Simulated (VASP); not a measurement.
Input:

```
SrTe
1.0
    0.00000     3.33000     3.33000
    3.33000     0.00000     3.33000
    3.33000     3.33000     0.00000
Sr Te
1 1
Cartesian
  0.00000   0.00000   0.00000
  3.33000   3.33000   3.33000
```

Method: PBE GGA with D4 dispersion, VASP's PBE PAW potentials (set 64) (plane waves; VASP 6.6.1). Numerical set-up: 520 eV cut-off, 6×6×6 Γ-centred mesh, Gaussian smearing of 0.050 eV, potentials Sr_sv Te.

### Question
The ions, cell shape and volume are relaxed. Give the cell that the relaxation ends in.

### Answer

```
SrTe
1.0
    0.00000     3.31631     3.31631
    3.31631     0.00000     3.31631
    3.31631     3.31631     0.00000
Sr Te
1 1
Cartesian
  0.00000   0.00000   0.00000
  3.31631   3.31631   3.31631
```
Space group Fm-3m (225), at a tolerance of 0.03 Å.

### Question
How do energy and volume change from the first to the last step?

### Answer
The energy (σ→0) changes by -0.6 meV/atom and the volume by -1.2 %, in 3 ionic steps.

| step | E(σ→0) (eV) | max force (eV/Å) | pressure (GPa) | volume (Å³) |
|---|---|---|---|---|
| 1 | -8.8769 | 0.000 | -0.43 | 73.85 |
| 2 | -8.8781 | 0.000 | 0.07 | 72.80 |
| 3 | -8.8781 | 0.000 | 0.00 | 72.94 |

The compound is SrTe in the rock salt structure. This run relaxes it. Symmetry was kept, so distortions that lower it aren't found.
